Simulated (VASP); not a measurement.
ZnCu:

```xyz
2
Lattice="2.9450 0.0000 0.0000 0.0000 2.9450 0.0000 0.0000 0.0000 2.9450" Properties=species:S:1:pos:R:3 pbc="T T T"
Zn    1.4725    1.4725    1.4725
Cu    0.0000    0.0000    0.0000
```

| Quantity | Value |
| --- | --- |
| Program | VASP 6.6.1 |
| Task | relaxation of cell and atoms |
| Functional | PBE |
| Potentials or basis | VASP PAW PBE potentials, release 64 (Zn, Cu) |
| Cutoff | 600 eV |
| k mesh | 8 × 8 × 8 |
| Occupations | fermi-dirac, width 0.02 eV |
| Spin | no spin polarisation |

At the start: pressure 3.3 GPa; volume 12.77 Å³/atom.

**Question.** Where does the relaxation end?

**Answer.** Over 3 steps the energy falls by 3.4 meV/atom and the volume is 13.11 Å³/atom (+2.7 %); space group Pm-3m (No. 221, to 0.05 Å).

Step by step:
```tsv
step	energy change (eV)	largest force (eV/Å)	pressure (GPa)	volume (Å³)
1	0.0000	0.0000	3.29	25.54
2	-0.0057	0.0000	-1.20	26.52
3	-0.0068	0.0000	0.04	26.23
```

Final structure:
```xyz
2
Lattice="2.9712 0.0000 0.0000 0.0000 2.9712 0.0000 0.0000 0.0000 2.9712" Properties=species:S:1:pos:R:3 pbc="T T T"
Zn    1.4856    1.4856    1.4856
Cu    0.0000    0.0000    0.0000
```
